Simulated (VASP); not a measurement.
Pb:

```
Pb
1.0
     0.00000    2.47502    2.47502
     2.47502    0.00000    2.47502
     2.47502    2.47502    0.00000
Pb
1
Direct
  0.00000 0.00000 0.00000
```

| Quantity | Value |
| --- | --- |
| Program | VASP 6.6.1 |
| Task | relaxation of cell and atoms |
| Functional | PBE |
| Potentials or basis | VASP PAW PBE potentials, release 64 (Pb_d) |
| Cutoff | 600 eV |
| k mesh | 14 × 14 × 14 |
| Occupations | gaussian, width 0.1 eV |
| Spin | no spin polarisation |

At the start: pressure 2.5 GPa; volume 30.32 Å³/atom.

Question: How do energy, volume and symmetry change on relaxing?

Answer: Over 3 steps the energy falls by 12.2 meV/atom and the volume is 32.00 Å³/atom (+5.5 %); space group Fm-3m (No. 225, to 0.05 Å).

Step by step:
| step | energy change (eV) | largest force (eV/Å) | pressure (GPa) | volume (Å³) |
| --- | --- | --- | --- | --- |
| 1 | 0.0000 | 0.0000 | 2.49 | 30.32 |
| 2 | -0.0115 | 0.0000 | -0.49 | 32.44 |
| 3 | -0.0122 | 0.0000 | 0.02 | 32.00 |

Final structure:
```yaml
crystal:
  lattice:
    - [0.00000, 2.51979, 2.51979]
    - [2.51979, 0.00000, 2.51979]
    - [2.51979, 2.51979, 0.00000]
  atoms:
    - { symbol: Pb, position: [0.00000, 0.00000, 0.00000] }
```
